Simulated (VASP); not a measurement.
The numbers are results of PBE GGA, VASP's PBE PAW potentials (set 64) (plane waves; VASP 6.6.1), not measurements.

The input files of a VASP run:

### KPOINTS
```
Automatic
0
Gamma
  4 4 1
0 0 0
```

### POSCAR
```
CdSe
4.2758830
  1.0000000000   0.0000000000   0.0000000000
 -0.5000001169   0.8660253332   0.0000000000
  0.0000000000   0.0000000000   3.2737436922
Cd Se
4 4
direct
  0.0000000000   0.0000000000   0.0000000000
  0.0000000000   0.0000000000   0.5000000000
  0.6666670000   0.3333330000   0.7501800000
  0.3333330000   0.6666670000   0.2501800000
  0.0000000000   0.0000000000   0.8121600000
  0.0000000000   0.0000000000   0.3121600000
  0.6666670000   0.3333330000   0.5632900000
  0.3333330000   0.6666670000   0.0632900000
```

INCAR:
```
! general
SYSTEM  = CdSe
PREC    = Accurate
ENCUT   = 300   ! plane-wave cut-off (eV)
LREAL   = F   ! projection in real space or not
LASPH   = T

! electronic loop
EDIFF   = 1E-6   ! SCF stop (eV)
NELM    = 100   ! most electronic steps
ALGO    = Normal
LMAXMIX = 4   ! l cut-off of mixed one-centre charges

! smearing
ISMEAR  = 0
SIGMA   = 0.136   ! width (eV)

! functional
GGA     = PE   ! PBE

! ions
ISIF    = 2   ! forces and stress, cell fixed

! output
LWAVE   = F
LCHARG  = F
```

POTCAR, in this order: Cd Se (PBE.64 set). Program: vasp_std.

Output

### OUTCAR
```
 ion  position               nearest neighbor table
   1  0.000  0.000  0.000-   8 2.62   8 2.62   8 2.62   5 2.63
   2  0.000  0.000  0.500-   7 2.62   7 2.62   7 2.62   6 2.63
   3  0.667  0.333  0.750-   7 2.62   5 2.62   5 2.62   5 2.62
   4  0.333  0.667  0.250-   8 2.62   6 2.62   6 2.62   6 2.62
   5  0.000  0.000  0.812-   3 2.62   3 2.62   3 2.62   1 2.63
   6  0.000  0.000  0.312-   4 2.62   4 2.62   4 2.62   2 2.63
   7  0.667  0.333  0.563-   3 2.62   2 2.62   2 2.62   2 2.62
   8  0.333  0.667  0.063-   4 2.62   1 2.62   1 2.62   1 2.62
  LATTYP: Found a hexagonal cell.
 ALAT       =     4.2758830000
 C/A-ratio  =     3.2737436922
 Subroutine PRICEL returns:
 Original cell was already a primitive cell.
 Subroutine GETGRP returns: Found 12 space group operations
The static configuration has the point symmetry C_3v.
 The point group associated with its full space group is C_6v.
The dynamic configuration has the point symmetry C_3v.
 Subroutine INISYM returns: Found 12 space group operations
 Subroutine IBZKPT returns following result:
 Found      4 irreducible k-points:

 Following reciprocal coordinates:
            Coordinates               Weight
  0.000000  0.000000  0.000000      1.000000
  0.250000 -0.000000  0.000000      6.000000
  0.500000 -0.000000  0.000000      3.000000
  0.250000  0.250000  0.000000      6.000000
   k-points           NKPTS =      4   k-points in BZ     NKDIM =      4   number of bands    NBANDS=     43
   number of dos      NEDOS =    301   number of ions     NIONS =      8
   total plane-waves  NPLWV =  46080
   dimension x,y,z NGX =    24 NGY =   24 NGZ =   80
   dimension x,y,z NGXF=    48 NGYF=   48 NGZF=  160
   ions per type =               4   4
   PREC   = accura    normal or accurate (medium, high low for compatibility)
   ISTART =      0    job   : 0-new  1-cont  2-samecut
   ICHARG =      2    charge: 1-file 2-atom 10-const
   ISPIN  =      1    spin polarized calculation?
   LNONCOLLINEAR =      F non collinear calculations
   LSORBIT =      F    spin-orbit coupling
   INIWAV =      1    electr: 0-lowe 1-rand  2-diag
   ENCUT  =  300.0 eV  22.05 Ry    4.70 a.u.   6.04  6.04 19.77*2*pi/ulx,y,z
   NELM   =    100;   NELMIN=  2; NELMDL= -5     # of ELM steps
   EDIFF  = 0.1E-05   stopping-criterion for ELM
   LREAL  =      F    real-space projection
   NLSPLINE    = F    spline interpolate recip. space projectors
   LMAXMIX     =    4 max onsite mixed and CHGCAR
   VOSKOWN=      0    Vosko Wilk Nusair interpolation
   EDIFFG = 0.1E-04   stopping-criterion for IOM
   NSW    =      0    number of steps for IOM
   NBLOCK =      1;   KBLOCK =      1    inner block; outer block
   IBRION =     -1    ionic relax: 0-MD 1-quasi-New 2-CG
   NFREE  =      0    steps in history (QN), initial steepest desc. (CG)
   ISIF   =      2    stress and relaxation
   ISYM   =      2    0-nonsym 1-usesym 2-fastsym
   TEIN   =    0.0    initial temperature
   TEBEG  =    0.0;   TEEND  =   0.0 temperature during run
   SMASS  =  -3.00    Nose mass-parameter (am)
   PSTRESS=    0.0 pullay stress
   NELECT =      72.0000    total number of electrons
   EFERMI =   0.00;   METHOD = LEGACY
   ISMEAR =     0;   SIGMA  =   0.14  broadening in eV -4-tet -1-fermi 0-gaus
   IALGO  =     38    algorithm
   LDIAG  =      T    sub-space diagonalisation (order eigenvalues)
   IMIX   =      4    mixing-type and parameters
     AMIX     =   0.40;   BMIX     =  1.00
     AMIX_MAG =   1.60;   BMIX_MAG =  1.00
     AMIN     =   0.10
   GGA     = PE    functional components
   VOSKOWN =     0    Vosko Wilk Nusair interpolation
   LHFCALC =     F    Hartree Fock is set to
   LHFONE  =     F    Hartree Fock one center treatment
   AEXX    =    0.0000 exact exchange contribution
   IVDW    =     0    specifies the selected vdW correction
   LEPSILON=     F    determine dielectric tensor
...
```

OSZICAR:
```
       N       E                     dE             d eps       ncg     rms          rms(c)
DAV:   1     0.381813584022E+03    0.38181E+03   -0.25849E+04   360   0.978E+02
DAV:   2    -0.750469893387E+00   -0.38256E+03   -0.37512E+03   388   0.293E+02
DAV:   3    -0.229529823174E+02   -0.22203E+02   -0.22114E+02   410   0.687E+01
DAV:   4    -0.231795236934E+02   -0.22654E+00   -0.22621E+00   368   0.666E+00
DAV:   5    -0.231820250960E+02   -0.25014E-02   -0.25004E-02   389   0.645E-01    0.139E+01
DAV:   6    -0.217188006486E+02    0.14632E+01   -0.32038E+00   383   0.125E+01    0.106E+01
DAV:   7    -0.216782974901E+02    0.40503E-01   -0.18878E+00   350   0.533E+00    0.221E+00
DAV:   8    -0.216325468855E+02    0.45751E-01   -0.31811E-01   353   0.383E+00    0.703E-01
DAV:   9    -0.216339893161E+02   -0.14424E-02   -0.33897E-02   378   0.135E+00    0.298E-01
DAV:  10    -0.216341018140E+02   -0.11250E-03   -0.24332E-03   388   0.423E-01    0.903E-02
DAV:  11    -0.216342850469E+02   -0.18323E-03   -0.39967E-04   365   0.951E-02    0.406E-02
DAV:  12    -0.216343450633E+02   -0.60016E-04   -0.75411E-05   369   0.379E-02    0.136E-02
DAV:  13    -0.216343505824E+02   -0.55191E-05   -0.24305E-05   392   0.259E-02    0.505E-03
DAV:  14    -0.216343509784E+02   -0.39600E-06   -0.53096E-06   322   0.139E-02
   1 F= -.21634351E+02 E0= -.21634327E+02  d E =-.484320E-04
```

### OUTCAR
```
------------------------ aborting loop because EDIFF is reached ----------------------------------------
  FORCE on cell =-STRESS in cart. coord.  units (eV):
  Direction    XX          YY          ZZ          XY          YZ          ZX
  --------------------------------------------------------------------------------------
  Total        5.9395254      5.9395244      5.3948235     -0.0000008     -0.0000000      0.0000000
  in kB       42.9348171     42.9348101     38.9973518     -0.0000058     -0.0000000      0.0000000
  external PRESSURE =      41.6223263 kB  Pullay stress =       0.0000000 kB
  volume of cell :      221.64
      direct lattice vectors                 reciprocal lattice vectors
     4.275883000  0.000000000  0.000000000     0.233869823  0.135024848  0.000000000
    -2.137942000  3.703023000  0.000000000     0.000000000  0.270049632  0.000000000
     0.000000000  0.000000000 13.998145000     0.000000000  0.000000000  0.071438037
  FREE ENERGIE OF THE ION-ELECTRON SYSTEM (eV)
  ---------------------------------------------------
  free  energy   TOTEN  =       -21.6343509784 eV

  energy  without entropy=      -21.6343025464  energy(sigma->0) =      -21.63432676
```
(Selected blocks of OUTCAR.)

At this cut-off the stress carries a Pulay error, which pulls relaxed volumes low.

The structure was generated: CdSe was put into an ordered model structure, which need not be its known phase. The cell was not relaxed at this level, and its volume differs by -5.9 % from the start's. The k-mesh is coarse (spacing up to 0.45 per Å, 2π included), so the numbers may not be converged in it.
